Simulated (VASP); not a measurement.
A convergence study with VASP on CdSe (zinc blende): one setting is varied, all else stays as given below, so the limit is that of these other settings.

```
CdSe
1.0
    0.00000     3.02500     3.02500
    3.02500     0.00000     3.02500
    3.02500     3.02500     0.00000
Cd Se
1 1
Direct
  0.00000   0.00000   0.00000
  0.25000   0.25000   0.25000
```

These are PBEsol GGA, VASP's PBE PAW potentials (set 64) (plane waves; VASP) values and carry that method's errors. The tightest run used: 550 eV cut-off, 13×13×13 Monkhorst-Pack mesh, Gaussian smearing of 0.050 eV, potentials Cd Se.

| setting | E (eV/atom) | pressure (GPa) | irreducible k-points |
|---|---|---|---|
| 1×1×1 mesh | 2.7272 | 47.40 | 1 |
| 2×2×2 mesh | -3.0632 | 1.45 | 2 |
| 3×3×3 mesh | -2.9731 | 2.09 | 4 |

Task: These are the cheaper rows. Estimate the results at 13×13×13 mesh, and how far the last row shown lies from them.

Result: 
| quantity | tightest run | last row shown is off by |
|---|---|---|
| E (eV/atom) | -3.0868 | 0.1138 |
| pressure (GPa) | 1.19 | 0.90 |

Left out are rungs that failed or repeat a setting and relaxations that didn't move; long series are thinned to 24 rows.

The compound is CdSe in the zinc blende structure, whereas wurtzite is the usual form. The cell was not relaxed at this level.
